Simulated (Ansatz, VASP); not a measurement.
## TePb (honeycomb PbTe monolayer) in two plane-wave programs

Wanted: the spread between two codes on one cell, functional and k mesh. The structure shown is the start of the Ansatz relaxation below; VASP solves that cell, so the two are compared at the walk's first step.

Main program and level: Ansatz 0.2.0; plane waves, with VASP 6.6.1 beside it; single point at PBE with D3(BJ).

## Step 1: The starting structure

The cell holds 2 atoms: 1 Te and 1 Pb. Its edges and angles: a = 4.290 Å, b = 4.290 Å, c = 34.400 Å, α = 90.0°, β = 90.0°, γ = 120.0°. Vacuum lies along c.

## Step 2: Ansatz: relaxation, PBE with D3(BJ)

Ansatz runs on its PAW soft_1 files.

The two programs are compared at the cell with which this relaxation starts, whose forces are those of its first step.

input.yaml

```yaml
crystal:
  lattice:
    - [4.29, 0.0, 0.0]
    - [-2.145, 3.7152489822, 0.0]
    - [0.0, 0.0, 34.3999999991]
  atoms:
    - { symbol: Te, position: [0.6666666667, 0.3333333333, 0.4752906977] }
    - { symbol: Pb, position: [0.3333333333, 0.6666666667, 0.5247093023] }
  periodic: [true, true, false]
kpoints:
  mp_grid: { grid: [12, 12, 1] }
hamiltonian:
  xc: pbe
  dispersion: d3bj
  pseudopotentials: { kind: paw, azcp: { folder: soft_1 } }
scf:
  occupations: { method: fermi_dirac, width: 0.05 }
  convergence: { dr2_threshold: 1.0e-09 }
relax:
  f_tol: 0.004
  max_steps: 90
  cell: {}
output:
  write_potential: true
  write_density: true
  volumetric_format: npy
```

The run is started by

```console
ansatz run input.yaml --threads 2 --pin off --max-ram 3072MiB --backend cpu --events-out ev --progress --plain --runs-dir out
```

Numbers of over 12 decimals in the logs are rounded to 6 here.

Log:

```text
Warning: relax.cell: scf.convergence.dr2_threshold = 1e-9 eV is looser than the 1.4610271025e-10 eV advised for a relaxation that steers and ends on the stress (1e-10 eV for each atom of the cell: 2, times the square of relax.cell.stress_2d_tol = 0.05 N/m over 11.7 Å (the atoms' height at the walk's start and 5 Å past either face), 4.274e-2 GPa, over a crystal's default 0.05). What an SCF threshold leaves in a stress goes as its square root, and in the free energy as the threshold itself, and one threshold admits the most on a small cell: [figures from the program's tests cut] Set scf.convergence.dr2_threshold to 1.4610271025e-10 eV or tighter. [rest of the remark cut]
Engine: ansatz 0.2.0, aarch64-unknown-linux-gnu
Pseudopotentials: kind: paw
Pseudopotential: Te, paw, valence charge 16, recommended cutoff 420 eV (normal), soft_1/Te.paw.azcp
Pseudopotential: Pb, paw, valence charge 14, recommended cutoff 420 eV (normal), soft_1/Pb.paw.azcp
Functional definition: PBE
  parameter kappa = 0.804
  parameter beta = 0.066725
  exchange = pbe_x(kappa = kappa, mu = beta*pi^2/3)
  correlation = pbe_c(beta = beta)
Crystal: 2 atoms, lattice volume = 548.282 Å³
Basis set: ecut = 420 eV, 10669 PW (Γ), exchange–correlation on 60×60×480 points (8 copies of the dense FFT grid, shifted against one another)
Bands: 19, of which v1, the nominal top of the filled ones, is band 15 counted from 1 (14 counted from 0)
Symmetry: 6 space group operations
Space group: P3m1 (ITA 156), of the structure as read, at distance tolerance 8.2e-5 Å
k-points: 19 of 144 (time reversal used)
Non-local potential: Te, projectors of the file, l = 0: 2, l = 1: 2, l = 2: 2, l = 3: 1
Non-local potential: Pb, projectors of the file, l = 0: 2, l = 1: 2, l = 2: 2, l = 3: 1
PAW form: soft (Blöchl's): semilocal exchange-correlation on the pseudo side does not see the compensation charge
PAW one-centre angular grid: Te, 590 points (default); XC on 64 Gauss nodes
PAW one-centre angular grid: Pb, 590 points (default); XC on 64 Gauss nodes
Initial density: superposition of atomic densities (neutral atoms: chi_scale 0, normalization atom)
Initial wavefunctions: pseudopotential atomic-orbital guess
Functional: x = pbe(κ = 0.804, μ = 0.219515), c = pbe(β = 0.066725)
SCF iter   1: F=—  HF=-18889.913174 eV  |F-HF|=—  |Δ(HF+E_count)|=         —  Δρ=7.21e-3  dr2=1.46e0  ethr=3.10e-3  ⟨swp⟩=14.6  Hψ=3218  notcnv=0
preconditioner: auto → Resta (q_TF=auto, 1.681 Å⁻¹)  ε∞=1.3  [insulator: Δε(μ)=2.187 eV  Ē_g=14.045 eV  σ=0.050 eV  W_gap=1.00  n_scr=18 (ndim 8)  ℏωp=7.1 eV  f_vac=0.809  D(μ)=0.00/eV (n_scr^D=0)  ε∞_Penn≈1.3  vacuum switching on, ρ_ref=1.4e-2 e/Å³]
SCF iter   2: F=—  HF=-18890.481350 eV  |F-HF|=—  |Δ(HF+E_count)|=   5.68e-1  Δρ=1.07e-2  dr2=7.83e0  ethr=3.10e-3  ⟨swp⟩=6.3  Hψ=1033  notcnv=0  recentre
SCF iter   3: F=—  HF=-18889.748800 eV  |F-HF|=—  |Δ(HF+E_count)|=   7.33e-1  Δρ=4.32e-3  dr2=3.76e-1  ethr=3.10e-3  ⟨swp⟩=5.4  Hψ=963  notcnv=0
SCF iter   4: F=—  HF=-18889.701052 eV  |F-HF|=—  |Δ(HF+E_count)|=   4.77e-2  Δρ=2.17e-3  dr2=2.58e-2  ethr=1.25e-3  ⟨swp⟩=3.2  Hψ=569  notcnv=0
SCF iter   5: F=—  HF=-18889.701461 eV  |F-HF|=—  |Δ(HF+E_count)|=   4.09e-4  Δρ=5.24e-4  dr2=7.99e-3  ethr=8.59e-5  ⟨swp⟩=4.4  Hψ=862  notcnv=0
SCF iter   6: F=—  HF=-18889.700567 eV  |F-HF|=—  |Δ(HF+E_count)|=   8.95e-4  Δρ=1.91e-4  dr2=8.17e-4  ethr=2.66e-5  ⟨swp⟩=1.8  Hψ=450  notcnv=0
SCF iter   7: F=—  HF=-18889.700548 eV  |F-HF|=—  |Δ(HF+E_count)|=   1.87e-5  Δρ=5.05e-5  dr2=1.73e-5  ethr=2.72e-6  ⟨swp⟩=2.3  Hψ=465  notcnv=0
SCF iter   8: F=—  HF=-18889.700547 eV  |F-HF|=—  |Δ(HF+E_count)|=   4.06e-7  Δρ=2.30e-5  dr2=1.44e-5  ethr=5.78e-8  ⟨swp⟩=3.1  Hψ=723  notcnv=0
SCF iter   9: F=—  HF=-18889.700549 eV  |F-HF|=—  |Δ(HF+E_count)|=   1.78e-6  Δρ=7.01e-6  dr2=1.59e-6  ethr=4.79e-8  ⟨swp⟩=1.4  Hψ=404  notcnv=0
SCF iter  10: F=—  HF=-18889.700462 eV  |F-HF|=—  |Δ(HF+E_count)|=   8.75e-5  Δρ=1.57e-6  dr2=1.91e-8  ethr=5.29e-9  ⟨swp⟩=2.8  Hψ=580  notcnv=0
[...]
Crystal: 2 atoms, lattice volume = 538.307 Å³
[...]
preconditioner: auto → Resta (q_TF=auto, 1.686 Å⁻¹)  ε∞=1.3  [insulator: Δε(μ)=1.650 eV  Ē_g=13.947 eV  σ=0.050 eV  W_gap=1.00  n_scr=18 (ndim 8)  ℏωp=7.2 eV  f_vac=0.818  D(μ)=0.00/eV (n_scr^D=0)  ε∞_Penn≈1.3  vacuum switching on, ρ_ref=1.4e-2 e/Å³]
[...]
SCF iter   4: F=—  HF=-18889.702639 eV  |F-HF|=—  |Δ(HF+E_count)|=   9.18e-5  Δρ=1.76e-6  dr2=1.67e-8  ethr=2.74e-9  ⟨swp⟩=2.7  Hψ=623  notcnv=0
SCF iter   5: F=—  HF=-18889.702639 eV  |F-HF|=—  |Δ(HF+E_count)|=   1.29e-8  Δρ=5.29e-7  dr2=1.15e-9  ethr=5.58e-11  ⟨swp⟩=3.1  Hψ=733  notcnv=0
SCF iter   6: F=-18889.702639 eV  HF=-18889.702639 eV  |F-HF|=0.00e0  |Δ(HF+E_count)|=  9.09e-10  Δρ=1.47e-7  dr2=1.29e-10  ethr=3.33e-12  ⟨swp⟩=10.9  Hψ=2550  notcnv=0
SCF 4 converged in 6 iterations: F = -18889.702639 eV  dr2 = 1.29e-10
relax step   4: F+E_penalty+E_count = -18889.70263925 eV  Δ(F+E_penalty+E_count) = -9.489e-5 eV  max|allowed force component| = 2.338e-4 eV/Å  Δτ_max = 0.0007 Å  P = +0.001 N/m  Ω = 538.307 Å³  energy of the carried Pulay correction = +1.994e-4 eV  fix = [c, alpha, beta]  reactions: c +0.000 N/m  (6 SCF iters, accepted)
Initial wavefunctions: pseudopotential atomic-orbital guess (no wavefunctions were taken with the density)
iter 1 solved again at ethr=1.31e-6 eV; its pass at ethr=3.10e-3 eV (dr2=3.94e-4 eV) is discarded
SCF iter   1: F=—  HF=-18889.702526 eV  |F-HF|=—  |Δ(HF+E_count)|=         —  Δρ=9.95e-6  dr2=1.54e-7  ethr=1.31e-6  ⟨swp⟩=4.7  Hψ=4294  notcnv=0
eigensolver tolerance schedule: the retry pair's looser diagonalisation over-reported the residual by 2560.65 of it (diagonalisation noise at an unbounded share of the residual, at the tolerance the schedule requests for it); recorded, not acted on — ethr = c·dr2/N_el stays at c = 1.0e-1
preconditioner: auto → Resta (q_TF=auto, 1.686 Å⁻¹)  ε∞=1.3  [insulator: Δε(μ)=1.653 eV  Ē_g=13.947 eV  σ=0.050 eV  W_gap=1.00  n_scr=18 (ndim 8)  ℏωp=7.2 eV  f_vac=0.818  D(μ)=0.00/eV (n_scr^D=0)  ε∞_Penn≈1.3  vacuum switching on, ρ_ref=1.4e-2 e/Å³]
SCF iter   2: F=—  HF=-18889.702438 eV  |F-HF|=—  |Δ(HF+E_count)|=   8.78e-5  Δρ=4.83e-6  dr2=7.50e-8  ethr=5.13e-10  ⟨swp⟩=4.9  Hψ=1046  notcnv=0
SCF iter   3: F=—  HF=-18889.702438 eV  |F-HF|=—  |Δ(HF+E_count)|=   2.00e-8  Δρ=2.76e-6  dr2=1.31e-7  ethr=2.50e-10  ⟨swp⟩=2.5  Hψ=662  notcnv=0
SCF iter   4: F=—  HF=-18889.702438 eV  |F-HF|=—  |Δ(HF+E_count)|=  4.00e-10  Δρ=1.92e-6  dr2=7.41e-8  ethr=2.50e-10  ⟨swp⟩=3.4  Hψ=559  notcnv=0
SCF iter   5: F=—  HF=-18889.702438 eV  |F-HF|=—  |Δ(HF+E_count)|=   2.68e-9  Δρ=9.28e-7  dr2=1.25e-8  ethr=2.47e-10  ⟨swp⟩=1.3  Hψ=372  notcnv=0
SCF iter   6: F=-18889.702438 eV  HF=-18889.702438 eV  |F-HF|=2.91e-11  |Δ(HF+E_count)|=  2.18e-11  Δρ=2.45e-7  dr2=3.75e-10  ethr=3.33e-12  ⟨swp⟩=14.6  Hψ=3311  notcnv=0
SCF 5 converged in 6 iterations: F = -18889.702438 eV  dr2 = 3.75e-10
relax step   5: F+E_penalty+E_count = -18889.70243790 eV  Δ(F+E_penalty+E_count) = +2.014e-4 eV  max|allowed force component| = 2.836e-4 eV/Å  Δτ_max = 0.0000 Å  P = +0.001 N/m  Ω = 538.307 Å³  fix = [c, alpha, beta]  reactions: c +0.000 N/m  stress off target by 9.65e-4 N/m on what of the cell is left free  SCF on the basis re-selected at this cell (its energy is not comparable with the rows above)  (6 SCF iters)
basis re-selected at this cell: Δ(F+E_penalty+E_count) = +2.014e-4 eV, ΔP = -0.000 N/m vs the last step (what re-selecting the basis moved, of the pressure what is left beyond the Pulay correction that the steps carried, after the strain that the cell walked since its last selection, with what the two solves' SCF thresholds leave and, on support functions, any second-order correction that the steps lacked; it is no m [...]
WARN: The input density's exchange-correlation potential varies sharply where the density is thin. Do not read a vacuum level from v_tot or v_xc, or from such a field of the output density. On a cell that repeats whose density bears no net charge and no dipole along the vacuum's axis use v_es (v_loc + v_h of the components); under efield.dipole_correction with no amplitude use v_es + v_field, which holds any external [...]
SCF converged after 6 iterations
Free energy (F): -18889.702438 eV
Harris-Foulkes:  -18889.702438 eV  (|F-HF|=2.91e-11)
Internal energy: -18889.702438 eV  (E = F + TS)
E sigma→0 (E₀):  -18889.702438 eV
Fermi energy:    -4.028486 eV
--- Per-component energies (eV) ---
  E_band       = -709.712980
  E_kinetic    = 464.403420
  E_local      = -41651.661415  (includes V_loc(G=0)·N_el)
  E_nonlocal   = 371.372980
  E_hartree    = 20505.429134
  E_xc         = -327.154441
  E_vxc        = -238.279775  (∫ρ·V_xc dr)
  E_paw        = -15064.829534  (= ΣΔE_a)
  E_vpaw       = -666.407171  (= ΣTr[D̂ρ^β])
  E_aug_tail   = 0.000081  (compensation charges beyond the density's cutoff)
  E_ewald      = 16813.160444
  E_disp       = -0.423106  (pairwise vdW)
  E_smearing   = -0.000000  (= −TS)
  E_closure    = 0.000000  (closes the sum)
  Σ components = -18889.702438   (vs F -18889.702438, Δ=0.00e0)
--- Forces (eV/Å), atoms counted from 1 ---
  atom   1  Te     0.00000000    -0.00000000    -0.00028229
  atom   2  Pb     0.00000000    -0.00000000     0.00028495
  max |Σ_I F_I| component: 2.66e-6 eV/Å
--- 2D stress c σ (N/m, compression-positive) ---
        0.000965      -0.000000       0.000000
       -0.000000       0.000965       0.000000
        0.000000       0.000000       0.000000
  P = ½ c Tr σ = 0.0010 N/m
--- Band table (eV; the first three rows and the last of 19) ---
  k-point 0: bands = [... 11 lower, -11.5598, -5.3617, -4.8518, -4.8518, -3.1991, -1.1334, -1.1334, -0.8525]
  k-point 1: bands = [... 11 lower, -11.5657, -5.4857, -5.1899, -4.9550, -2.8771, -1.3662, -1.0553, -0.7529]
  k-point 2: bands = [... 11 lower, -11.6016, -6.2059, -5.2524, -5.2074, -2.7983, -1.4206, -0.9034, -0.4764]
  k-point 18: bands = [... 11 lower, -12.4711, -7.5977, -6.5630, -6.1658, -2.8789, -1.3622, -0.8954, 1.8438]
  the weakly bound empty levels are not read free of the cell's end (no_gap_told)
--- Relaxed structure (4 steps of the walk, 4 accepted, 1 SCFs on fresh bases) ---
  F+E_penalty+E_count = -18889.70243790 eV   max|allowed force component| = 2.836e-4 eV/Å   (the final SCF, on the basis selected at the relaxed cell)
  cell:  # Å, volume = 538.3069 Å³
    - [4.250798, 0.0, 0]
    - [-2.125399, 3.681299, 0]
    - [0, 0, 34.3999999991]
  atoms:
    - { symbol: Te, position: [0.666667, 0.333333, 0.474991] }
    - { symbol: Pb, position: [0.333333, 0.666667, 0.525009] }
```

## Step 3: VASP: single point, PBE with D3(BJ), start cell

The same cell, functional, mesh and smearing now go to VASP, with its own data sets.

Lines of VASP's logs that name or quote its potential files are left out, and so is its time.

INCAR

```
SYSTEM = TePb
PREC = Accurate
ENCUT = 400
EDIFF = 1E-06
NELM = 120
ISMEAR = -1
SIGMA = 0.05
LREAL = .FALSE.
ALGO = Normal
GGA = PE
IVDW = 12
NBANDS = 16
LORBIT = 11
LWAVE = .FALSE.
LCHARG = .FALSE.
ISIF = 2
LDIPOL = .TRUE.
IDIPOL = 3
DIPOL = 0.5 0.5 0.5
LVHAR = .TRUE.
LASPH = .TRUE.
GGA_COMPAT = .FALSE.
EFERMI = MIDGAP
NELMDL = -8
```

POSCAR

```
TePb
1.0
    4.2900000000      0.0000000000      0.0000000000
   -2.1450000000      3.7152490000      0.0000000000
    0.0000000000      0.0000000000     34.4000000000
Te Pb
1 1
Direct
    0.6666666218      0.3333332436      0.4752906977
    0.3333333782      0.6666667564      0.5247093023
```

KPOINTS

```
Automatic mesh
0
Gamma
12 12 1
0 0 0
```

The projector-augmented-wave data sets are Te and Pb_d (PBE family, release 64).

The run is started by

```console
mpirun -np 1 vasp_std
```

Log:

```text
[banner, memory and clock lines left out]
running    1 mpi-ranks, on    1 nodes
 distrk:  each k-point on    1 cores,    1 groups
 distr:  one band on    1 cores,    1 groups

 POSCAR found type information on POSCAR TePb
 POSCAR found :  2 types and       2 ions
 LDA part: xc-table for (Slater+PW92), standard interpolation
 POSCAR, INCAR and KPOINTS ok, starting setup
 FFT: planning ... GRIDC
 FFT: planning ... GRID_SOFT
 FFT: planning ... GRID
 WAVECAR not read
 entering main loop
       N       E                     dE             d eps       ncg     rms          rms(c)
DAV:   1     0.134440971305E+03    0.13444E+03   -0.61093E+03   760   0.661E+02
DAV:   2     0.513574484405E+01   -0.12931E+03   -0.12726E+03   728   0.238E+02
DAV:   3    -0.695471718947E+01   -0.12090E+02   -0.12060E+02   848   0.791E+01
DAV:   4    -0.732058664119E+01   -0.36587E+00   -0.36580E+00   848   0.204E+01
DAV:   5    -0.732590963308E+01   -0.53230E-02   -0.53229E-02  1008   0.159E+00
DAV:   6    -0.732597888745E+01   -0.69254E-04   -0.69254E-04   928   0.138E-01
DAV:   7    -0.732598133715E+01   -0.24497E-05   -0.24497E-05  1008   0.235E-02
DAV:   8    -0.732598137571E+01   -0.38560E-07   -0.38479E-07   664   0.329E-03    0.388E+00
DAV:   9    -0.711882038175E+01    0.20716E+00   -0.10564E+00   936   0.485E+00    0.279E+00
DAV:  10    -0.710974968319E+01    0.90707E-02   -0.10839E-01   736   0.166E+00    0.790E-01
DAV:  11    -0.710648148503E+01    0.32682E-02   -0.11263E-02   808   0.611E-01    0.313E-01
DAV:  12    -0.710514079444E+01    0.13407E-02   -0.26756E-03   776   0.241E-01    0.787E-02
DAV:  13    -0.710496925263E+01    0.17154E-03   -0.48579E-04   888   0.120E-01    0.562E-02
DAV:  14    -0.710470728304E+01    0.26197E-03   -0.45436E-04   848   0.850E-02    0.390E-02
[...]
DAV:  18    -0.710526361833E+01   -0.95619E-04   -0.69393E-06   720   0.116E-02    0.313E-03
DAV:  19    -0.710531573447E+01   -0.52116E-04   -0.15312E-06   560   0.408E-03    0.181E-03
DAV:  20    -0.710535487651E+01   -0.39142E-04   -0.11525E-06   576   0.420E-03    0.130E-03
DAV:  21    -0.710537271972E+01   -0.17843E-04   -0.97115E-07   584   0.275E-03    0.491E-04
DAV:  22    -0.710537962471E+01   -0.69050E-05   -0.18973E-07   616   0.129E-03    0.276E-04
DAV:  23    -0.710538369982E+01   -0.40751E-05   -0.15867E-07   608   0.797E-04    0.192E-04
DAV:  24    -0.710538477448E+01   -0.10747E-05   -0.30190E-08   656   0.411E-04    0.983E-05
DAV:  25    -0.710538527411E+01   -0.49963E-06   -0.13578E-08   624   0.404E-04
   1 F= -.75208485E+01 E0= -.75208485E+01  d E =-.430897E-08
```

OUTCAR, selected parts (step 3):

```text
ion  position               nearest neighbor table
   1  0.667  0.333  0.475-   2 3.00   2 3.00   2 3.00
   2  0.333  0.667  0.525-   1 3.00   1 3.00   1 3.00

  LATTYP: Found a hexagonal cell.
 ALAT       =     4.2900000000
 C/A-ratio  =     8.0186480186

 Subroutine GETGRP returns: Found  6 space group operations
 (whereof  6 operations were pure point group operations)

The static configuration has the point symmetry C_3v.

 Found     19 irreducible k-points:

   k-points           NKPTS =     19   k-points in BZ     NKDIM =     19   number of bands    NBANDS=     16

   dimension x,y,z NGX =    28 NGY =   28 NGZ =  224
   dimension x,y,z NGXF=    56 NGYF=   56 NGZF=  448

   ENCUT  =  400.0 eV  29.40 Ry    5.42 a.u.   7.00  7.00 56.10*2*pi/ulx,y,z

   NELECT =      20.0000    total number of electrons

 k-points in reciprocal lattice and weights: Automatic mesh
   0.00000000  0.00000000  0.00000000       0.007
   0.08333333  0.00000000  0.00000000       0.042
   0.16666667  0.00000000  0.00000000       0.042
   0.25000000  0.00000000  0.00000000       0.042
   0.33333333  0.00000000  0.00000000       0.042
   0.41666667  0.00000000  0.00000000       0.042
   0.50000000  0.00000000  0.00000000       0.021
   0.08333333  0.08333333  0.00000000       0.042
   0.16666667  0.08333333  0.00000000       0.083
[...]
0.33333333  0.25000000  0.00000000       0.083
   0.33333333  0.33333333  0.00000000       0.014

 dipolmoment           0.000000      0.000000     -0.117311 electrons x Angstroem

 average (electrostatic) potential at core
       1 -97.1190       2-100.4522

 E-fermi :  -2.8613

 k-point     1 :       0.0000    0.0000    0.0000
  band No.  band energies     occupation
    ...
      6     -14.8467      2.00000
      7     -10.2736      2.00000
      8      -4.0573      2.00000
      9      -3.6959      2.00000
     10      -3.6959      2.00000
     11      -2.0705      0.00000
     12       0.0057      0.00000
     13       0.0057      0.00000
     14       0.3853      0.00000
     15       0.8050      0.00000
    ...

 k-point     2 :       0.0833    0.0000    0.0000
  band No.  band energies     occupation
    ...
      6     -14.7870      2.00000
      7     -10.2845      2.00000
      8      -4.2730      2.00000
      9      -3.9257      2.00000
     10      -3.7960      2.00000
     11      -1.7440      0.00000
     12      -0.2131      0.00000
     13       0.0871      0.00000
     14       0.4795      0.00000
     15       0.8854      0.00000
    ...

 k-point     3 :       0.1667    0.0000    0.0000
  band No.  band energies     occupation
    ...
      6     -14.6127      2.00000
      7     -10.3347      2.00000
      8      -4.9989      2.00000
      9      -4.0412      2.00000
     10      -3.9573      2.00000
     11      -1.6195      0.00000
     12      -0.2584      0.00000
     13       0.2509      0.00000
     14       0.7418      0.00000
     15       1.1197      0.00000
    ...

 Edisp (eV)   -0.41546

  Total      -0.21648    -0.21648     0.03172     0.00000    -0.00000     0.00000
  in kB      -0.63260    -0.63260     0.09270     0.00000    -0.00000     0.00000
  external pressure =       -0.39 kB  Pullay stress =        0.00 kB

  energy-cutoff  :      400.00
  volume of cell :      548.28
      direct lattice vectors                 reciprocal lattice vectors
     4.290000000  0.000000000  0.000000000     0.233100233  0.134580482  0.000000000
    -2.145000000  3.715249000  0.000000000     0.000000000  0.269160963  0.000000000
     0.000000000  0.000000000 34.400000000     0.000000000  0.000000000  0.029069767

 POSITION                                       TOTAL-FORCE (eV/Angst)
 -----------------------------------------------------------------------------------
      2.14500      1.23842     16.35000         0.000000      0.000000     -0.031118
      0.00000      2.47683     18.05000        -0.000000      0.000000      0.031118
 -----------------------------------------------------------------------------------
    total drift:                               -0.000000     -0.000181     -0.000406

  FREE ENERGIE OF THE ION-ELECTRON SYSTEM (eV)
  ---------------------------------------------------
  free  energy   TOTEN  =        -7.5208485484 eV

  energy  without entropy=       -7.5208485441  energy(sigma->0) =       -7.52084855

 vacuum level on the upper side and lower side of the slab         0.584         1.916

 total charge
# of ion       s       p       d       tot
------------------------------------------
    1        1.390   1.957   0.018   3.365
    2        1.400   0.727   9.815  11.942
--------------------------------------------------
tot          2.790   2.684   9.833  15.307

[... 3 further parts left out ...]
```

## Step 4: Differences

Known differences besides the potentials themselves: Ansatz cuts the interaction across the vacuum, VASP repeats the sheet with a dipole correction; the data sets hold 30 valence electrons in Ansatz (on its PAW soft_1 files) and 20 in VASP; the cutoff is 420 eV in Ansatz and 400 eV in VASP. Total energies have different zeros and are not compared.

At this near-relaxed geometry the largest component of a force difference is 15 meV/Å. With vacuum in the cell, a pressure given here is an average over mostly empty space and none of the material.

## Step 5: Summary of results

| Quantity | Value |
| --- | --- |
| r.m.s. force difference (single point, PBE with D3(BJ), start cell) | 8.6 meV/Å |

The r.m.s. force difference is 8.6 meV/Å (single point, PBE with D3(BJ), start cell), within the 12 meV/Å picked in this series as the mark of a large difference. The data sets hold unlike numbers of valence electrons (30 in Ansatz and 20 in VASP), so part of the differences comes from the potentials. 1 further run of this series is not shown here. How closely two codes agree says nothing of how well the functional describes the real material.

[Lines on the potential files, build, host, timing and source positions are cut from VASP's logs without a mark.]

[Logs are printed without paths, hosts, clocks, repeated set-up lines and the standing remarks that a program may print on its own settings, such as how far it seeks lower states.]

[Hosts, paths, dates, database ids (printed as entryN), source tags and the programs' standing remarks are cut or masked in the printed files.]
